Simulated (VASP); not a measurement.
A convergence study with VASP on ZrSe$_{2}$ (1T layered): one setting is varied, all else stays as given below, so the limit is that of these other settings. ε∞ is the independent-particle value.

```yaml
crystal:
  lattice:
    - [1.88500, -3.26492, 0.00000]
    - [1.88500, 3.26492, 0.00000]
    - [0.00000, 0.00000, 6.14000]
  atoms:
    - { symbol: Zr, position: [0.00000, 0.00000, 0.00000] }
    - { symbol: Se, position: [0.33333, 0.66667, 0.25500] }
    - { symbol: Se, position: [0.66667, 0.33333, 0.74500] }
```

Computed with PBE GGA, VASP's PBE PAW potentials (set 64) (plane waves; VASP). The tightest run used: 550 eV cut-off, 6×6×3 Γ-centred mesh, Gaussian smearing of 0.050 eV, potentials Zr_sv Se.

**Question.** The settings run are NBANDS = 13; NBANDS = 14; NBANDS = 16; NBANDS = 20; NBANDS = 28; NBANDS = 44; NBANDS = 76; NBANDS = 140. From which on does the mean ε∞ stay within 0.1  of the tightest run?

**Answer.** From NBANDS = 28 on: it is off by 0.07 there and by no more than 0.1 in any finer run, while NBANDS = 20 is off by 0.45.
```tsv
setting	mean ε∞	bands	difference judged ()
NBANDS = 13	12.32	13	7.80
NBANDS = 14	14.91	14	5.21
NBANDS = 16	17.84	16	2.28
NBANDS = 20	19.67	20	0.45
NBANDS = 28	20.05	28	0.07
NBANDS = 44	20.10	44	0.02
NBANDS = 76	20.11	76	0.01
NBANDS = 140	20.12	140	0.00
```

Left out are rungs that failed or repeat a setting and relaxations that didn't move; long series are thinned to 24 rows.

The compound is ZrSe2 in the 1T layered structure. The cell was not relaxed at this level.
